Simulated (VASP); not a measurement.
**Initial- and final-state core-level shifts of CsIr16**

Aim: how the core levels of CsIr16 differ from atom to atom, with and without the screening of the hole.

Program: VASP 6.6.1. Level of theory: PBE; plane waves and PAW (Cs_sv, Ir), in the first sound run; inputs show where later runs differ. Results are calculated unless marked as measured.

## Step 1: Starting point

The cell holds 17 atoms: 1 Cs and 16 Ir. Its edges and angles: a = 5.473 Å, b = 5.473 Å, c = 24.353 Å, α = 90.0°, β = 90.0°, γ = 60.0°. It derives from Ir. Adsorbate: added Cs, site hcp, coverage in monolayers 0.25, cell 2x2, faces one. Regions: adsorbate, 1 atom (1 Cs); layer 1, 4 atoms (4 Ir); layer 2, 4 atoms (4 Ir); layer 3, 4 atoms (4 Ir); other layers, 4 atoms (4 Ir). Vacuum lies along c.

## Step 2: Relaxation

The free atoms are relaxed first inside the given cell, which is kept (ISIF = 0), since core levels depend on the positions.

The input, INCAR:

```
SYSTEM = CsIr16
PREC = Normal
ENCUT = 330
EDIFF = 1E-05
NELM = 100
ISMEAR = 0
SIGMA = 0.1
LREAL = Auto
ALGO = Fast
GGA = PE
NBANDS = 94
LASPH = .TRUE.
LWAVE = .FALSE.
LCHARG = .FALSE.
KPAR = 2
NCORE = 4
IBRION = 2
NSW = 50
ISIF = 0
EDIFFG = -0.05
```

The input, POSCAR:

```
CsIr16
1.0
    5.4730064864      0.0000000000      0.0000000000
    2.7365032432      4.7397626523      0.0000000000
    0.0000000000      0.0000000000     24.3530366253
Cs Ir
1 16
Selective dynamics
Direct
    0.3359572760      0.3333333330      0.6920301930  T T T
    0.0000000000      0.0000000000      0.5832141940  T T T
    0.5000000000      0.0000000000      0.5832141940  T T T
    0.0000000000      0.5000000000      0.5832141940  T T T
    0.5000000000      0.5000000000      0.5832141940  T T T
    0.8333333330      0.3333333330      0.4914660650  T T T
    0.3333333330      0.3333333330      0.4914660650  T T T
    0.8333333330      0.8333333330      0.4914660650  T T T
    0.3333333330      0.8333333330      0.4914660650  T T T
    0.1666666670      0.1666666670      0.3997179360  F F F
    0.6666666670      0.1666666670      0.3997179360  F F F
    0.1666666670      0.6666666670      0.3997179360  F F F
    0.6666666670      0.6666666670      0.3997179360  F F F
    0.0000000000      0.0000000000      0.3079698070  F F F
    0.5000000000      0.0000000000      0.3079698070  F F F
    0.0000000000      0.5000000000      0.3079698070  F F F
    0.5000000000      0.5000000000      0.3079698070  F F F
```

The input, KPOINTS:

```
Automatic mesh
0
Gamma
4 4 1
0 0 0
```

The projector-augmented-wave data sets are Cs_sv and Ir (PBE family, release 64).

On the command line:

```bash
> mpirun -np 8 vasp_std
```

Log:

```text
[banner, memory and clock lines left out]
running    8 mpi-ranks, on    1 nodes
 distrk:  each k-point on    4 cores,    2 groups
 distr:  one band on    4 cores,    1 groups

 POSCAR found type information on POSCAR CsIr
 POSCAR found :  2 types and      17 ions
 LDA part: xc-table for (Slater+PW92), standard interpolation
 POSCAR, INCAR and KPOINTS ok, starting setup
 FFT: planning ... GRIDC
 FFT: planning ... GRID_SOFT
 FFT: planning ... GRID
 WAVECAR not read
 entering main loop
       N       E                     dE             d eps       ncg     rms          rms(c)
DAV:   1     0.114477903455E+04    0.11448E+04   -0.49415E+04  1888   0.989E+02
DAV:   2    -0.192416050058E+02   -0.11640E+04   -0.10832E+04  1970   0.378E+02
DAV:   3    -0.138684983283E+03   -0.11944E+03   -0.11193E+03  2568   0.105E+02
DAV:   4    -0.145729933049E+03   -0.70449E+01   -0.66599E+01  2584   0.253E+01
DAV:   5    -0.145958922722E+03   -0.22899E+00   -0.22108E+00  2594   0.394E+00    0.505E+01
RMM:   6    -0.169840242137E+03   -0.23881E+02   -0.26398E+01  1933   0.226E+01    0.579E+01
RMM:   7    -0.161296066523E+03    0.85442E+01   -0.19661E+01  1925   0.164E+01    0.475E+01
RMM:   8    -0.189455213516E+03   -0.28159E+02   -0.84554E+01  2511   0.237E+01    0.503E+01
RMM:   9    -0.141019860631E+03    0.48435E+02   -0.26805E+01  2057   0.180E+01    0.203E+01
RMM:  10    -0.140506074490E+03    0.51379E+00   -0.27216E+01  2155   0.147E+01    0.190E+01
RMM:  11    -0.136278637340E+03    0.42274E+01   -0.52151E+00  1914   0.939E+00    0.931E+00
RMM:  12    -0.136128247391E+03    0.15039E+00   -0.23341E+00  1986   0.326E+00    0.658E+00
RMM:  13    -0.136169333753E+03   -0.41086E-01   -0.58712E-01  2447   0.182E+00    0.630E+00
RMM:  14    -0.136160405380E+03    0.89284E-02   -0.72286E-02  2135   0.686E-01    0.546E+00
RMM:  15    -0.136173569570E+03   -0.13164E-01   -0.17555E-01  2236   0.132E+00    0.354E+00
RMM:  16    -0.136144953188E+03    0.28616E-01   -0.91965E-02  2038   0.915E-01    0.273E+00
RMM:  17    -0.136110638557E+03    0.34315E-01   -0.32376E-02  2177   0.508E-01    0.232E+00
RMM:  18    -0.136066594497E+03    0.44044E-01   -0.31367E-02  2053   0.454E-01    0.165E+00
RMM:  19    -0.136066410844E+03    0.18365E-03   -0.85665E-03  2443   0.215E-01    0.164E+00
RMM:  20    -0.136066051167E+03    0.35968E-03   -0.11516E-03  2393   0.715E-02    0.157E+00
RMM:  21    -0.136051839416E+03    0.14212E-01   -0.17938E-02  2939   0.356E-01    0.723E-01
RMM:  22    -0.136046975158E+03    0.48643E-02   -0.93591E-03  2813   0.252E-01    0.365E-01
RMM:  23    -0.136045735734E+03    0.12394E-02   -0.16735E-03  2202   0.101E-01    0.271E-01
RMM:  24    -0.136045454717E+03    0.28102E-03   -0.72064E-04  2207   0.696E-02    0.232E-01
RMM:  25    -0.136045233569E+03    0.22115E-03   -0.22917E-03  2447   0.920E-02    0.188E-01
RMM:  26    -0.136045421188E+03   -0.18762E-03   -0.10838E-03  2301   0.674E-02    0.174E-01
RMM:  27    -0.136045669159E+03   -0.24797E-03   -0.33346E-04  2189   0.415E-02    0.161E-01
RMM:  28    -0.136046062985E+03   -0.39383E-03   -0.34943E-04  2139   0.412E-02    0.120E-01
RMM:  29    -0.136046260246E+03   -0.19726E-03   -0.11479E-04  1937   0.290E-02    0.884E-02
RMM:  30    -0.136046323625E+03   -0.63379E-04   -0.36038E-05  1221   0.188E-02    0.803E-02
RMM:  31    -0.136046470246E+03   -0.14662E-03   -0.10195E-04  1736   0.253E-02    0.522E-02
RMM:  32    -0.136046527604E+03   -0.57358E-04   -0.25620E-05  1179   0.145E-02    0.413E-02
RMM:  33    -0.136046570728E+03   -0.43124E-04   -0.14113E-05  1121   0.121E-02    0.324E-02
RMM:  34    -0.136046709463E+03   -0.13874E-03   -0.58826E-05  1386   0.168E-02    0.177E-02
RMM:  35    -0.136046842593E+03   -0.13313E-03   -0.45048E-05  1306   0.149E-02    0.223E-02
RMM:  36    -0.136046875006E+03   -0.32413E-04   -0.94053E-06  1089   0.110E-02    0.233E-02
RMM:  37    -0.136046878283E+03   -0.32763E-05   -0.30642E-06  1066   0.640E-03
   1 F= -.13604688E+03 E0= -.13599207E+03  d E =-.136047E+03
 curvature:   0.00 expect dE= 0.000E+00 dE for cont linesearch  0.000E+00
 trial: gam= 0.00000 g(F)=  0.368E+00 g(S)=  0.000E+00 ort = 0.000E+00 (trialstep = 0.100E+01)
 search vector abs. value=  0.368E+00
 bond charge predicted
       N       E                     dE             d eps       ncg     rms          rms(c)
DAV:   1    -0.136222597550E+03   -0.17572E+00   -0.52734E+01  1928   0.175E+01    0.153E+00
RMM:   2    -0.137382118339E+03   -0.11595E+01   -0.13754E+00  1934   0.502E+00    0.103E+01
RMM:   3    -0.136333293587E+03    0.10488E+01   -0.33273E-01  1960   0.225E+00    0.143E+00
RMM:   4    -0.136316886007E+03    0.16408E-01   -0.12855E-01  2147   0.114E+00    0.953E-01
RMM:   5    -0.136313502356E+03    0.33837E-02   -0.26204E-02  2294   0.506E-01    0.552E-01
RMM:   6    -0.136313094576E+03    0.40778E-03   -0.66951E-03  2016   0.277E-01    0.610E-01
RMM:   7    -0.136311789388E+03    0.13052E-02   -0.97454E-03  2034   0.332E-01    0.455E-01
RMM:   8    -0.136310160084E+03    0.16293E-02   -0.54754E-03  1973   0.270E-01    0.214E-01
RMM:   9    -0.136309706938E+03    0.45315E-03   -0.14541E-03  2011   0.158E-01    0.787E-02
RMM:  10    -0.136309655009E+03    0.51930E-04   -0.59171E-04  2299   0.719E-02    0.670E-02
RMM:  11    -0.136309566195E+03    0.88814E-04   -0.26955E-04  2068   0.463E-02    0.418E-02
RMM:  12    -0.136309546712E+03    0.19482E-04   -0.17183E-04  2034   0.393E-02    0.278E-02
RMM:  13    -0.136309557206E+03   -0.10494E-04   -0.49236E-05  1492   0.237E-02    0.250E-02
RMM:  14    -0.136309561994E+03   -0.47881E-05   -0.16617E-05  1097   0.170E-02
   2 F= -.13630956E+03 E0= -.13625552E+03  d E =-.262684E+00
[... from here on, the cycles between the ionic steps are left out ...]
   3 F= -.13638224E+03 E0= -.13632781E+03  d E =-.335358E+00
   4 F= -.13644213E+03 E0= -.13638837E+03  d E =-.598898E-01
   5 F= -.13645154E+03 E0= -.13639800E+03  d E =-.693077E-01
   6 F= -.13646467E+03 E0= -.13641190E+03  d E =-.131307E-01
   7 F= -.13646505E+03 E0= -.13641240E+03  d E =-.135009E-01
   8 F= -.13646921E+03 E0= -.13641719E+03  d E =-.416960E-02
   9 F= -.13647004E+03 E0= -.13641842E+03  d E =-.499037E-02
  10 F= -.13647238E+03 E0= -.13642144E+03  d E =-.234323E-02
  11 F= -.13647358E+03 E0= -.13642345E+03  d E =-.354680E-02
  12 F= -.13647383E+03 E0= -.13642389E+03  d E =-.250493E-03
 trial-energy change:   -0.000250  1 .order   -0.000089   -0.001012    0.000834
 step:   1.3056(harm=  1.0759)  dis= 0.00570  next Energy=  -136.473966 (dE=-0.384E-03)
 bond charge predicted
       N       E                     dE             d eps       ncg     rms          rms(c)
DAV:   1    -0.136473844091E+03   -0.38946E-05   -0.64465E-02  1964   0.664E-01    0.311E-02
RMM:   2    -0.136473957442E+03   -0.11335E-03   -0.69010E-04  1902   0.131E-01    0.818E-02
RMM:   3    -0.136473943018E+03    0.14424E-04   -0.22898E-04  2086   0.504E-02    0.451E-02
RMM:   4    -0.136473928692E+03    0.14325E-04   -0.43146E-05  1385   0.244E-02    0.273E-02
RMM:   5    -0.136473926507E+03    0.21857E-05   -0.10892E-05  1026   0.144E-02
  13 F= -.13647393E+03 E0= -.13642394E+03  d E =-.344298E-03
 curvature:  -0.75 expect dE=-0.105E-03 dE for cont linesearch -0.506E-06
 trial: gam= 0.18468 g(F)=  0.139E-03 g(S)=  0.000E+00 ort = 0.228E-04 (trialstep = 0.183E+01)
 search vector abs. value=  0.174E-03
 reached required accuracy - stopping structural energy minimisation
```

The job ended after 3.5 min (8 MPI ranks of Intel Xeon Platinum 8488C (Sapphire Rapids), shared host; peak memory 1.5 GiB; 28 min of CPU time).

Lines that name or quote the potential files are left out of all logs, and their timing lines are given in words.

From OUTCAR (step 2):

```text
ion  position               nearest neighbor table
   1  0.336  0.333  0.692-   5 3.08   3 3.09   4 3.09
   2  0.000  0.000  0.583-   3 2.74   3 2.74   4 2.74   5 2.74   4 2.74   5 2.74   9 2.74   6 2.74
                             8 2.74
   3  0.500  0.000  0.583-   2 2.74   2 2.74   4 2.74   5 2.74   5 2.74   4 2.74   8 2.74   7 2.74
                             9 2.74   1 3.09
   4  0.000  0.500  0.583-   5 2.74   5 2.74   2 2.74   3 2.74   3 2.74   2 2.74   7 2.74   8 2.74
                             6 2.74   1 3.09
   5  0.500  0.500  0.583-   4 2.74   4 2.74   2 2.74   3 2.74   2 2.74   3 2.74   6 2.74   9 2.74
                             7 2.74   1 3.08
   6  0.833  0.333  0.491-  11 2.74   7 2.74   7 2.74   8 2.74   9 2.74   8 2.74   9 2.74   5 2.74
                             2 2.74  10 2.74  13 2.74   4 2.74
   7  0.333  0.333  0.491-  10 2.74   6 2.74   6 2.74   8 2.74   9 2.74   9 2.74   8 2.74   4 2.74
                             3 2.74  11 2.74  12 2.74   5 2.74
   8  0.833  0.833  0.491-  13 2.74   9 2.74   9 2.74   6 2.74   7 2.74   7 2.74   6 2.74   3 2.74
                             4 2.74  12 2.74  11 2.74   2 2.74
   9  0.333  0.833  0.491-  12 2.74   8 2.74   8 2.74   6 2.74   7 2.74   6 2.74   7 2.74   2 2.74
                             5 2.74  13 2.74  10 2.74   3 2.74
  10  0.167  0.167  0.400-   7 2.74  11 2.74  11 2.74  12 2.74  13 2.74  12 2.74  13 2.74  15 2.74
                            16 2.74   6 2.74   9 2.74  14 2.74
  11  0.667  0.167  0.400-   6 2.74  10 2.74  10 2.74  12 2.74  13 2.74  13 2.74  12 2.74  14 2.74
                            17 2.74   7 2.74   8 2.74  15 2.74
  12  0.167  0.667  0.400-   9 2.74  13 2.74  13 2.74  10 2.74  11 2.74  11 2.74  10 2.74  17 2.74
                            14 2.74   8 2.74   7 2.74  16 2.74
  13  0.667  0.667  0.400-   8 2.74  12 2.74  12 2.74  10 2.74  11 2.74  10 2.74  11 2.74  16 2.74
                            15 2.74   9 2.74   6 2.74  17 2.74
  14  0.000  0.000  0.308-  15 2.74  15 2.74  16 2.74  17 2.74  16 2.74  17 2.74  11 2.74  12 2.74
                            10 2.74
  15  0.500  0.000  0.308-  14 2.74  14 2.74  16 2.74  17 2.74  17 2.74  16 2.74  10 2.74  13 2.74
                            11 2.74
  16  0.000  0.500  0.308-  17 2.74  17 2.74  14 2.74  15 2.74  15 2.74  14 2.74  13 2.74  10 2.74
                            12 2.74
  17  0.500  0.500  0.308-  16 2.74  16 2.74  14 2.74  15 2.74  14 2.74  15 2.74  12 2.74  11 2.74
                            13 2.74

  LATTYP: Found a hexagonal cell.
 ALAT       =     5.4730064864
 C/A-ratio  =     4.4496633954

 Subroutine GETGRP returns: Found  1 space group operations
 (whereof  1 operations were pure point group operations)

The static configuration has the point symmetry C_1 .

 Found     10 irreducible k-points:

   k-points           NKPTS =     10   k-points in BZ     NKDIM =     10   number of bands    NBANDS=     94

   dimension x,y,z NGX =    24 NGY =   24 NGZ =  108
   dimension x,y,z NGXF=    48 NGYF=   48 NGZF=  216

   ENCUT  =  330.0 eV  24.25 Ry    4.92 a.u.   8.11  8.11 36.07*2*pi/ulx,y,z

   NELECT =     153.0000    total number of electrons

 k-points in reciprocal lattice and weights: Automatic mesh
   0.00000000  0.00000000  0.00000000       0.062
   0.25000000  0.00000000  0.00000000       0.125
   0.25000000  0.25000000  0.00000000       0.125
   0.00000000  0.25000000  0.00000000       0.125
   0.50000000  0.00000000  0.00000000       0.062
   0.50000000  0.50000000  0.00000000       0.062
   0.00000000  0.50000000  0.00000000       0.062
   0.50000000  0.25000000  0.00000000       0.125
   0.25000000  0.50000000  0.00000000       0.125
  -0.25000000  0.25000000  0.00000000       0.125

 average (electrostatic) potential at core
       1 -50.7700       2 -56.5520       3 -56.5545       4 -56.5548       5 -56.5545
       6 -57.1544       7 -57.1618       8 -57.1540       9 -57.1541      10 -57.1803
      11 -57.1796      12 -57.1799      13 -57.1838      14 -56.5827      15 -56.5852
      16 -56.5853      17 -56.5855

 E-fermi :   1.9833

 k-point     1 :       0.0000    0.0000    0.0000
  band No.  band energies     occupation
    ...
     66       1.4684      2.00000
     67       1.8577      1.92427
     68       1.9848      0.98302
     69       1.9852      0.97762
     70       2.0080      0.72693
     71       2.0441      0.38993
     72       2.0446      0.38600
     73       2.5482      0.00000
     74       2.5483      0.00000
     75       2.5645      0.00000
    ...

 k-point     2 :       0.2500    0.0000    0.0000
  band No.  band energies     occupation
    ...
     71       1.7188      1.99982
     72       1.7692      1.99754
     73       1.8021      1.98961
     74       1.8576      1.92439
     75       1.8643      1.90758
     76       2.0359      0.45625
     77       2.0827      0.15980
     78       2.1098      0.07352
     79       2.1822      0.00489
     80       2.2339      0.00039
    ...

 k-point     3 :       0.2500    0.2500    0.0000
  band No.  band energies     occupation
    ...
     71       1.7185      1.99982
     72       1.7694      1.99751
     73       1.8027      1.98932
     74       1.8579      1.92366
     75       1.8638      1.90878
     76       2.0353      0.46191
     77       2.0831      0.15812
     78       2.1098      0.07343
     79       2.1820      0.00494
     80       2.2339      0.00039
    ...

  energy-cutoff  :      330.00
  volume of cell :      631.74
      direct lattice vectors                 reciprocal lattice vectors
     5.473006486  0.000000000  0.000000000     0.182714931 -0.105490514  0.000000000
     2.736503243  4.739762652  0.000000000     0.000000000  0.210981029  0.000000000
     0.000000000  0.000000000 24.353036625     0.000000000  0.000000000  0.041062641

 POSITION                                       TOTAL-FORCE (eV/Angst)
 -----------------------------------------------------------------------------------
      2.75005      1.58010     17.23915         0.000358     -0.000089     -0.011835
      5.47254      0.00024     14.18314         0.004258     -0.002492     -0.014694
      5.47280      4.72529     14.16010         0.003576     -0.002840     -0.000649
      6.82898      2.37645     14.16007         0.004341      0.009751      0.002753
      4.11758      2.37730     14.15945         0.000373      0.001070     -0.005013
      5.47355      1.57387     11.93009        -0.001042      0.021358      0.010230
      2.73691      1.57962     11.94564        -0.001033      0.000770      0.025532
      6.84706      3.95273     11.93096        -0.023066     -0.016682      0.010866
      4.10052      3.95241     11.92968         0.006496     -0.006202      0.010344
      1.36825      0.78996      9.73435         0.025063      0.013422     -0.215674
      4.10475      0.78996      9.73435        -0.022629      0.011556     -0.214629
      2.73650      3.15984      9.73435        -0.000452     -0.027933     -0.213948
      5.47301      3.15984      9.73435         0.003797     -0.000367     -0.146756
      0.00000      0.00000      7.50000        -0.000346     -0.000513      0.192435
      2.73650      0.00000      7.50000         0.000074      0.021084      0.190128
      1.36825      2.36988      7.50000         0.018795     -0.010989      0.190326
      4.10475      2.36988      7.50000        -0.018563     -0.010903      0.190585
 -----------------------------------------------------------------------------------
    total drift:                                0.003528      0.004465      0.045319

  FREE ENERGIE OF THE ION-ELECTRON SYSTEM (eV)
  ---------------------------------------------------
  free  energy   TOTEN  =      -136.4739265067 eV

  energy  without entropy=     -136.3739466759  energy(sigma->0) =     -136.42393659

 reached required accuracy - stopping structural energy minimisation

[... 3 further parts left out ...]
```

This run has no spin polarisation.

Step by step:

| step | energy less that of the first step (eV) | largest force (eV/Å) |
| --- | --- | --- |
| 1 | 0.0000 | 2.0981 |
| 2 | -0.2627 | 1.1849 |
| 3 | -0.3354 | 0.6060 |
| 4 | -0.3952 | 0.3402 |
| 5 | -0.4047 | 0.3713 |
| 6 | -0.4178 | 0.3261 |
| 7 | -0.4182 | 0.3208 |
| 8 | -0.4223 | 0.2991 |
| 9 | -0.4232 | 0.2813 |
| 10 | -0.4255 | 0.2547 |
| 11 | -0.4267 | 0.2239 |
| 12 | -0.4270 | 0.2118 |
| 13 | -0.4270 | 0.2175 |

The atoms that moved most (Å):

| atom | dx | dy | dz | length |
| --- | --- | --- | --- | --- |
| Cs1 | -0.001 | 0.000 | 0.386 | 0.386 |
| Ir5 | 0.013 | 0.007 | -0.044 | 0.046 |
| Ir3 | 0.000 | -0.014 | -0.043 | 0.045 |
| Ir4 | -0.012 | 0.007 | -0.043 | 0.045 |
| Ir9 | -0.004 | 0.003 | -0.039 | 0.039 |
| Ir6 | 0.001 | -0.006 | -0.039 | 0.039 |
| Ir8 | 0.006 | 0.003 | -0.038 | 0.038 |
| Ir7 | 0.000 | 0.000 | -0.023 | 0.023 |

The relaxed structure:

```
Cs Ir
1.0
     5.47301    0.00000    0.00000
     2.73650    4.73976    0.00000
     0.00000    0.00000   24.35304
Cs Ir
1 16
Direct
  0.33579 0.33337 0.70789
  0.99989 0.00005 0.58240
  0.50149 0.99695 0.58145
  0.99706 0.50139 0.58145
  0.50156 0.50157 0.58142
  0.83407 0.33206 0.48988
  0.33344 0.33327 0.49052
  0.83409 0.83395 0.48992
  0.33228 0.83388 0.48986
  0.16667 0.16667 0.39972
  0.66667 0.16667 0.39972
  0.16667 0.66667 0.39972
  0.66667 0.66667 0.39972
  0.00000 0.00000 0.30797
  0.50000 0.00000 0.30797
  0.00000 0.50000 0.30797
  0.50000 0.50000 0.30797
```

This step gave:

| Item | Value |
| --- | --- |
| free energy (TOTEN) | -136.4739 eV |
| energy at zero smearing | -136.4239 eV |
| Fermi energy | 1.983 eV |

The forces on the free atoms are under 0.05 eV/Å, while the fixed ones keep up to 0.22 eV/Å.

(Continued in part 2 of 3.)

[Lines on the potential files, build, host, timing and source positions are cut from VASP's logs without a mark.]

[Logs are printed without paths, hosts, clocks, repeated set-up lines and the standing remarks that a program may print on its own settings, such as how far it seeks lower states.]

[Hosts, paths, dates, database ids (printed as entryN), source tags and the programs' standing remarks are cut or masked in the printed files.]
